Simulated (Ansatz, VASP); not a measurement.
## H18C11F5 (amorphous poly(vinyl fluoride) at 300 K): VASP beside Ansatz

Wanted: the spread between two codes on one cell, functional and k mesh. The cell is taken from a series of runs on this material, whose earlier steps may have relaxed, scaled, displaced or heated it; both programs get it as it stands.

Main program and level: Ansatz 0.2.0; plane waves, with VASP 6.6.1 beside it; single point at LDA.

### Step 1. The starting structure

The cell holds 136 atoms: 44 C, 20 F and 72 H. Cell: a = 10.781 Å, b = 10.781 Å, c = 10.781 Å, α = 90.0°, β = 90.0°, γ = 90.0°. As first built, before any earlier steps moved the atoms (in the runner's words): 2 poly(vinyl fluoride) chains of 10 units placed at random, at 1.3 g/cm^3; overlaps pushed apart, then 20 ps at 800 K with MMFF94 bonds, angles, torsions, charges and radii (Halgren, J. Comput. Chem. 17, 490 (1996)) in harmonic and 12-6 forms; charges of ions scaled by 0.8. Snapshot after 30 ps at 300 K and fixed volume.

### Step 2. Ansatz: single point, LDA

Ansatz runs on its default PAW (the set named soft_2) files.

A single point gives forces, pressure and levels at one fixed geometry, so differences don't come from the geometry; what else differs is listed under the comparison.

input.yaml

```yaml
crystal:
  lattice:
    - [10.78108, 0.0, 0.0]
    - [0.0, 10.78108, 0.0]
    - [0.0, 0.0, 10.78108]
  atoms:
    - { symbol: C, position: [0.65237, 0.6692, 0.5186] }
    - { symbol: C, position: [0.5552, 0.69335, 0.42748] }
    - { symbol: C, position: [0.56419, 0.81551, 0.36262] }
    - { symbol: F, position: [0.45698, 0.82363, 0.30166] }
    - { symbol: C, position: [0.6651, 0.80181, 0.26003] }
    - { symbol: C, position: [0.6645, 0.92538, 0.18458] }
    - { symbol: F, position: [0.74725, 0.00658, 0.24198] }
    - { symbol: C, position: [0.70374, 0.90939, 0.04946] }
    - { symbol: C, position: [0.59237, 0.84706, 0.98735] }
    - { symbol: F, position: [0.60572, 0.71975, 0.00392] }
    - { symbol: C, position: [0.58341, 0.85679, 0.84905] }
    - { symbol: C, position: [0.46677, 0.79198, 0.81221] }
    - { symbol: F, position: [0.43473, 0.8335, 0.69938] }
    - { symbol: C, position: [0.46999, 0.6529, 0.81463] }
    - { symbol: C, position: [0.37005, 0.59071, 0.7368] }
    - { symbol: F, position: [0.38138, 0.45907, 0.74894] }
    - { symbol: C, position: [0.24042, 0.62168, 0.79555] }
    - { symbol: C, position: [0.14899, 0.55942, 0.71193] }
    - { symbol: F, position: [0.16928, 0.61597, 0.60129] }
    - { symbol: C, position: [0.01243, 0.58495, 0.74375] }
    - { symbol: C, position: [0.95874, 0.48667, 0.83488] }
    - { symbol: F, position: [0.96266, 0.37504, 0.77755] }
    - { symbol: C, position: [0.02144, 0.47918, 0.96247] }
    - { symbol: C, position: [0.01368, 0.59907, 0.03163] }
    - { symbol: F, position: [0.05666, 0.69894, 0.96728] }
    - { symbol: C, position: [0.09178, 0.5938, 0.14138] }
    - { symbol: C, position: [0.07705, 0.70514, 0.22574] }
    - { symbol: F, position: [0.95811, 0.69451, 0.2748] }
    - { symbol: C, position: [0.1621, 0.71315, 0.33304] }
    - { symbol: C, position: [0.13643, 0.82203, 0.41873] }
[... 100 atom lines left out ...]
    - { symbol: H, position: [0.0028, 0.96714, 0.56565] }
    - { symbol: H, position: [0.87655, 0.9447, 0.46042] }
    - { symbol: H, position: [0.73969, 0.95092, 0.65419] }
    - { symbol: H, position: [0.99244, 0.98727, 0.77077] }
    - { symbol: H, position: [0.88354, 0.89091, 0.84573] }
    - { symbol: H, position: [0.85984, 0.05329, 0.81248] }
kpoints:
  mp_grid: { grid: [1, 1, 1] }
hamiltonian:
  xc: lda
scf:
  occupations: { method: fermi_dirac, width: 0.025 }
output:
  forces: true
```

Launch:

```bash
ansatz run input.yaml --threads 4 --pin off --max-ram 8192MiB --backend cpu --events-out ev --progress --plain --runs-dir out
```

Numbers of over 12 decimals in the logs are rounded to 6 here.

What it wrote:

```text
Engine: ansatz 0.2.0, aarch64-unknown-linux-gnu
Pseudopotentials: kind: paw
Pseudopotential: C, paw, valence charge 4, recommended cutoff 420 eV (normal), C.paw.azcp
Pseudopotential: F, paw, valence charge 7, recommended cutoff 420 eV (normal), F.paw.azcp
Pseudopotential: H, paw, valence charge 1, recommended cutoff 420 eV (normal), H.paw.azcp
Functional definition: SPW92
  exchange = slater_x
  correlation = pw_c
Crystal: 136 atoms, lattice volume = 1253.103 Å³
Basis set: ecut = 420 eV, 24405 PW (Γ)
Bands: 330, of which v1, the nominal top of the filled ones, is band 194 counted from 1 (193 counted from 0)
Symmetry: 1 space group operations
Space group: P1 (ITA 1), of the structure as read, at distance tolerance 1.1e-4 Å
k-points: 1
Non-local potential: C, projectors of the file, l = 0: 2, l = 1: 2, l = 2: 1
Non-local potential: F, projectors of the file, l = 0: 2, l = 1: 2, l = 2: 1
Non-local potential: H, projectors of the file, l = 0: 2, l = 1: 1
PAW form: soft (Blöchl's): semilocal exchange-correlation on the pseudo side does not see the compensation charge
PAW frozen core: C, regenerated for the run's functional, and the local potential with it (the file was generated under x = pbe(κ = 0.804, μ = 0.219515), c = pbe(β = 0.066725))
PAW frozen core: F, regenerated for the run's functional, and the local potential with it (the file was generated under x = pbe(κ = 0.804, μ = 0.219515), c = pbe(β = 0.066725))
PAW one-centre angular grid: C, 110 points (default); XC on 64 Gauss nodes
PAW one-centre angular grid: F, 110 points (default); XC on 64 Gauss nodes
PAW one-centre angular grid: H, 110 points (default); XC on 64 Gauss nodes
Initial density: superposition of atomic densities (neutral atoms: chi_scale 0, normalization atom), corrected by the library's trained network
Initial wavefunctions: pseudopotential atomic-orbital guess
Functional: x = slater, c = lda
SCF iter   1: F=—  HF=-27688.355830 eV  |F-HF|=—  |Δ(HF+E_count)|=         —  Δρ=1.04e-2  dr2=9.25e-1  ethr=1.77e-3  ⟨swp⟩=6.0  Hψ=1470  notcnv=0  defer=30
preconditioner: auto → Resta (q_TF=auto, 2.244 Å⁻¹)  ε∞=2.6  [insulator: Δε(μ)=5.639 eV  Ē_g=15.295 eV  σ=0.025 eV  W_gap=1.00  n_scr=250 (ndim 8)  ℏωp=19.6 eV  f_vac=0.238  D(μ)=0.00/eV (n_scr^D=0)  ε∞_Penn≈2.6]
SCF iter   2: F=—  HF=-27688.114227 eV  |F-HF|=—  |Δ(HF+E_count)|=   2.42e-1  Δρ=4.33e-3  dr2=1.76e-1  ethr=2.38e-4  ⟨swp⟩=3.0  Hψ=579  notcnv=0  defer=131
SCF iter   3: F=—  HF=-27688.071525 eV  |F-HF|=—  |Δ(HF+E_count)|=   4.27e-2  Δρ=1.98e-3  dr2=3.87e-2  ethr=4.54e-5  ⟨swp⟩=3.0  Hψ=340  notcnv=0  defer=26
automatic band count: iteration 3 solves 225 bands in place of 330: the levels show a gap, and the empty bands left out lie too high to hold charge; the band table lists the bands solved (type scf.n_extra_bands for more)
SCF iter   4: F=—  HF=-27688.064619 eV  |F-HF|=—  |Δ(HF+E_count)|=   6.91e-3  Δρ=3.87e-4  dr2=2.63e-3  ethr=9.97e-6  ⟨swp⟩=2.0  Hψ=390  notcnv=0  defer=26
SCF iter   5: F=—  HF=-27688.065431 eV  |F-HF|=—  |Δ(HF+E_count)|=   8.13e-4  Δρ=1.77e-4  dr2=4.76e-4  ethr=6.77e-7  ⟨swp⟩=2.0  Hψ=379  notcnv=0  defer=26
SCF iter   6: F=—  HF=-27688.065644 eV  |F-HF|=—  |Δ(HF+E_count)|=   2.13e-4  Δρ=1.08e-4  dr2=1.04e-4  ethr=1.23e-7  ⟨swp⟩=2.0  Hψ=391  notcnv=0  defer=26
SCF iter   7: F=—  HF=-27688.065646 eV  |F-HF|=—  |Δ(HF+E_count)|=   2.17e-6  Δρ=3.23e-5  dr2=1.10e-5  ethr=2.67e-8  ⟨swp⟩=2.0  Hψ=392  notcnv=0  defer=26
SCF iter   8: F=—  HF=-27688.063916 eV  |F-HF|=—  |Δ(HF+E_count)|=   1.73e-3  Δρ=8.32e-6  dr2=1.00e-6  ethr=2.84e-9  ⟨swp⟩=2.0  Hψ=400  notcnv=0  defer=26
SCF iter   9: F=—  HF=-27688.063917 eV  |F-HF|=—  |Δ(HF+E_count)|=   1.16e-6  Δρ=4.58e-6  dr2=2.05e-7  ethr=2.58e-10  ⟨swp⟩=2.0  Hψ=392  notcnv=0  defer=26
SCF iter  10: F=-27688.063918 eV  HF=-27688.063918 eV  |F-HF|=1.24e-8  |Δ(HF+E_count)|=   8.08e-8  Δρ=1.73e-6  dr2=3.21e-8  ethr=2.58e-11  ⟨swp⟩=4.0  Hψ=752  notcnv=0
SCF 1 converged in 10 iterations: F = -27688.063918 eV  dr2 = 3.21e-8
  greatest PAW one-centre occupation: 0.928 electrons in one spin orbital (limit 2), on the F atom at site 92 (counted from 0), in its partial waves of l = 0
SCF converged after 10 iterations
Free energy (F): -27688.063918 eV
Harris-Foulkes:  -27688.063918 eV  (|F-HF|=1.24e-8)
Internal energy: -27688.063918 eV  (E = F + TS)
E sigma→0 (E₀):  -27688.063918 eV
Fermi energy:    1.774223 eV
--- Per-component energies (eV) ---
  E_band       = -3155.444168
  E_kinetic    = 9131.212361
  E_local      = -32939.899457  (includes V_loc(G=0)·N_el)
  E_nonlocal   = 2877.122488
  E_hartree    = 12474.030384
  E_xc         = -4282.017575
  E_vxc        = -5443.812949  (∫ρ·V_xc dr)
  E_paw        = -7832.781694  (= ΣΔE_a)
  E_vpaw       = -1728.070995  (= ΣTr[D̂ρ^β])
  E_aug_tail   = -0.054832  (compensation charges beyond the density's cutoff)
  E_ewald      = -7120.705257
  E_core_change = 5.029664  (= ΣΔE_core)
  E_smearing   = -0.000000  (= −TS)
  E_closure    = 0.000000  (closes the sum)
  Σ components = -27688.063918   (vs F -27688.063918, Δ=0.00e0)
--- Forces (eV/Å), atoms counted from 1 ---
  atom   1  C      0.04871310    -2.23573546    -0.62211558
  atom   2  C     -1.00341362     1.51853500     0.96188150
  atom   3  C      3.08041496    -0.99280873    -0.67994314
  atom   4  F     -2.20210737     0.95575798    -1.23887719
  atom   5  C     -3.30258529     3.44433203    -0.07255262
  atom   6  C      1.15591255    -1.53555541    -0.33310762
  atom   7  F     -0.24223654     0.11706015     0.20911478
  atom   8  C     -0.84000885    -1.75630662     0.35454855
  atom   9  C      1.35840453     0.27293341    -0.06894301
  atom  10  F     -0.06939712    -0.54749853     0.87699817
  atom  11  C     -1.00047891     1.53324072     1.30065402
  atom  12  C     -0.81188227     0.16495903     1.57038617
  atom  13  F     -0.62203556     0.39109995    -1.85610904
  atom  14  C      0.53786093    -1.10207878    -0.31451200
  atom  15  C     -0.32067892     0.36145640     1.98734301
  atom  16  F      0.34964520     1.35511375    -0.41378765
  atom  17  C      2.07662026    -2.12501019    -0.99581466
  atom  18  C     -1.40967581    -0.37613098     1.12134528
  atom  19  F      0.02304798     0.14681544    -1.65807011
  atom  20  C     -0.52505511    -1.17828753     0.26705527
  atom  21  C      0.61810092     1.13729457     0.43012284
  atom  22  F      0.39643324    -1.11067025    -0.37081081
  atom  23  C      0.12495158     0.36482349    -1.50414861
  atom  24  C     -0.32487225    -0.80952548     0.16040486
[...]
atom 129  H      0.18877163     0.45346439     0.47373714
  atom 130  H      0.36865634     0.34412833     1.47170585
  atom 131  H      0.14004249     0.18782294    -0.28184372
  atom 132  H     -0.32505651    -0.71238875    -0.91172904
  atom 133  H     -2.14887064     0.73215536    -0.12381320
  atom 134  H     -0.14789136    -0.33481572    -0.23997997
  atom 135  H     -0.29926209     0.40265258     0.02188946
  atom 136  H     -1.25918639     1.96631433     1.11785490
  max |Σ_I F_I| component: 1.60e-4 eV/Å
```

### Step 3. VASP: single point, LDA

The same cell, functional (in two slightly different forms), mesh and smearing now go to VASP, with its own data sets.

Lines of VASP's logs that name or quote its potential files are left out, and so is its time.

INCAR

```
SYSTEM = H18C11F5
PREC = Accurate
ENCUT = 520
EDIFF = 1E-06
NELM = 120
ISMEAR = -1
SIGMA = 0.025
LREAL = Auto
ALGO = Normal
GGA = CA
NBANDS = 289
LORBIT = 11
LWAVE = .FALSE.
LCHARG = .FALSE.
ISIF = 2
LASPH = .TRUE.
GGA_COMPAT = .FALSE.
EFERMI = MIDGAP
```

POSCAR

```
H18C11F5
1.0
   10.7810800000      0.0000000000      0.0000000000
    0.0000000000     10.7810800000      0.0000000000
    0.0000000000      0.0000000000     10.7810800000
C F H
44 20 72
Direct
    0.6523700000      0.6692000000      0.5186000000
    0.5552000000      0.6933500000      0.4274800000
    0.5641900000      0.8155100000      0.3626200000
    0.6651000000      0.8018100000      0.2600300000
    0.6645000000      0.9253800000      0.1845800000
    0.7037400000      0.9093900000      0.0494600000
    0.5923700000      0.8470600000      0.9873500000
    0.5834100000      0.8567900000      0.8490500000
    0.4667700000      0.7919800000      0.8122100000
    0.4699900000      0.6529000000      0.8146300000
    0.3700500000      0.5907100000      0.7368000000
    0.2404200000      0.6216800000      0.7955500000
    0.1489900000      0.5594200000      0.7119300000
    0.0124300000      0.5849500000      0.7437500000
    0.9587400000      0.4866700000      0.8348800000
    0.0214400000      0.4791800000      0.9624700000
    0.0136800000      0.5990700000      0.0316300000
    0.0917800000      0.5938000000      0.1413800000
    0.0770500000      0.7051400000      0.2257400000
    0.1621000000      0.7131500000      0.3330400000
    0.1364300000      0.8220300000      0.4187300000
    0.2490900000      0.8486400000      0.4983400000
    0.0010300000      0.1033500000      0.1018400000
    0.1330700000      0.0507900000      0.0930700000
    0.2214600000      0.1248800000      0.0127200000
    0.1926400000      0.1234500000      0.8787100000
    0.2735200000      0.2154000000      0.8042100000
    0.4079100000      0.1774400000      0.8068200000
    0.4815300000      0.2151800000      0.9228700000
    0.6062600000      0.2779900000      0.8968000000
[... 100 atom lines left out ...]
    0.0028000000      0.9671400000      0.5656500000
    0.8765500000      0.9447000000      0.4604200000
    0.7396900000      0.9509200000      0.6541900000
    0.9924400000      0.9872700000      0.7707700000
    0.8835400000      0.8909100000      0.8457300000
    0.8598400000      0.0532900000      0.8124800000
```

KPOINTS

```
Automatic mesh
0
Gamma
1 1 1
0 0 0
```

PAW data sets: C, F and H (LDA family, release 64).

Launch:

```bash
export OMP_NUM_THREADS=3
mpirun -np 1 vasp_gam
```

What it wrote:

```text
[banner, memory and clock lines left out]
running    1 mpi-ranks, on    1 nodes
[...]
Offloading initialized ...    1 GPUs detected
[...]
LDA part: xc-table for (Slater(with rela. corr.)+CA(PZ))
 , standard interpolation
 POSCAR, INCAR and KPOINTS ok, starting setup
[...]
entering main loop
       N       E                     dE             d eps       ncg     rms          rms(c)
DAV:   1     0.293525622346E+04    0.29353E+04   -0.21325E+05   586   0.127E+03
DAV:   2    -0.549624335388E+03   -0.34849E+04   -0.33147E+04   723   0.313E+02
DAV:   3    -0.860201939619E+03   -0.31058E+03   -0.30797E+03   708   0.959E+01
DAV:   4    -0.867173731210E+03   -0.69718E+01   -0.69445E+01   716   0.160E+01
[...]
DAV:  17    -0.794825809677E+03    0.35608E-05   -0.51945E-05   724   0.206E-02    0.109E-02
DAV:  18    -0.794825806792E+03    0.28847E-05   -0.87241E-06   716   0.964E-03    0.429E-03
DAV:  19    -0.794825805841E+03    0.95107E-06   -0.15627E-06   532   0.738E-03
   1 F= -.79482581E+03 E0= -.79482581E+03  d E =0.000000E+00
```

From OUTCAR (step 3):

```text
  FREE ENERGIE OF THE ION-ELECTRON SYSTEM (eV)
  ---------------------------------------------------
  free  energy   TOTEN  =      -794.8258058412 eV

  energy  without entropy=     -794.8258058412  energy(sigma->0) =     -794.82580584
```

The run ends at a pressure of 2.87 GPa, with forces up to 4.7 eV/Å.

### Step 4. Differences

Known differences besides the potentials themselves: the two LDA forms differ slightly; the cutoff is 420 eV in Ansatz and 520 eV in VASP (PREC = Accurate, projectors in real space); VASP's log shows a relativistic correction to its local exchange, Ansatz's none. Total energies have different zeros and are not compared.

The two programs side by side:

```tsv
quantity	Ansatz	VASP	difference
gap on the k mesh (eV)	5.641	5.640	0.000
```

Forces on 9 of the 136 atoms, those with the largest forces and the largest differences (eV/Å; atoms numbered as in POSCAR):

```tsv
atom	Ansatz x, y, z	VASP x, y, z
C3	3.080, -0.993, -0.680	3.480, -0.992, -0.446
C4	-3.303, 3.444, -0.073	-3.276, 3.430, -0.072
C12	2.077, -2.125, -0.996	2.074, -2.111, -0.990
C32	-0.828, -2.413, -1.573	-0.822, -2.384, -1.560
C39	-0.309, -1.405, -2.120	-0.272, -1.711, -2.448
F45	-2.202, 0.956, -1.239	-2.649, 0.995, -1.494
F59	-1.564, -1.080, -0.739	-1.951, -1.338, -0.912
F62	-0.536, 0.839, 0.934	-0.574, 1.172, 1.315
H71	2.904, -0.514, 1.145	2.936, -0.519, 1.158
```

The forces differ by 135 meV/Å r.m.s., which is 14.3 % of the r.m.s. force of 0.947 eV/Å (both taken over all components). A gap on the mesh is an upper bound, since the band edges may lie between its points.

### Step 5. Results

| Property | Result |
| --- | --- |
| r.m.s. force difference (single point, LDA) | 14 % of the r.m.s. force |

**Reading.** The r.m.s. force difference is 14 % of the r.m.s. force (single point, LDA), beyond the 3 % picked in this series as the mark of a large difference. What causes the difference of the single point, LDA pair stays open here. Such differences can come from data sets, numerical settings and the points named under the comparisons, not from the functional's error against experiment.

[Lines on the potential files, build, host, timing and source positions are cut from VASP's logs without a mark.]

[Logs are printed without paths, hosts, clocks, repeated set-up lines and the standing remarks that a program may print on its own settings, such as how far it seeks lower states.]

[Hosts, paths, dates, database ids (printed as entryN), source tags and the programs' standing remarks are cut or masked in the printed files.]

[The MMFF94 radii named for the starting cell were scaled by 0.96; in molecules described by MMFF94, hydrogen bound to N, O or S took a small fixed 12-6 site in their place.]
